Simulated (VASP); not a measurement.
CoC23 (a cell with a defect), 24 atoms in the cell. The cell holds a defect, 24 atoms: a = 7.566 Å, b = 5.044 Å, c = 5.044 Å, α = 60.00°, β = 60.00°, γ = 60.00°. 

* Program: VASP 6.6.1
* Task: single point
* Functional: PBEsol
* Potentials or basis: VASP PAW PBE potentials, release 64 (Co, C)
* Cutoff: 450 eV
* k mesh: 3 × 4 × 4
* Occupations: gaussian, width 0.03 eV
* Spin: collinear spin, ferromagnetic start
* Starting moments: [1.0, 0.0, 0.0, 0.0, 0.0, 0.0, 0.0, 0.0, 0.0, 0.0, 0.0, 0.0, 0.0, 0.0, 0.0, 0.0, 0.0, 0.0, 0.0, 0.0, 0.0, 0.0, 0.0, 0.0] μB
* Fixed moment: 1 μB
* Dq: 0
* Further INCAR settings: LREAL = Auto; ALGO = Normal; EDIFF = 1e-05; NBANDS = 72; ISYM = 0

Potentials or basis: VASP PAW PBE potentials, release 64 (Co, C).

Launch:

```console
$ cat potpaw_PBE.64/Co/POTCAR potpaw_PBE.64/C/POTCAR > POTCAR
$ mpirun -np 4 vasp_std > vasp.out
```

Hardware: 4 MPI ranks on Intel(R) Xeon(R) 6975P-C (Granite Rapids), with other jobs on the host.

How long does it take, and how much memory?

Run time: 2.8 min on 4 MPI ranks on Intel(R) Xeon(R) 6975P-C (Granite Rapids) (shared host), peak memory 0.46 GiB a rank. Counts: scf iterations 15, k points 26.
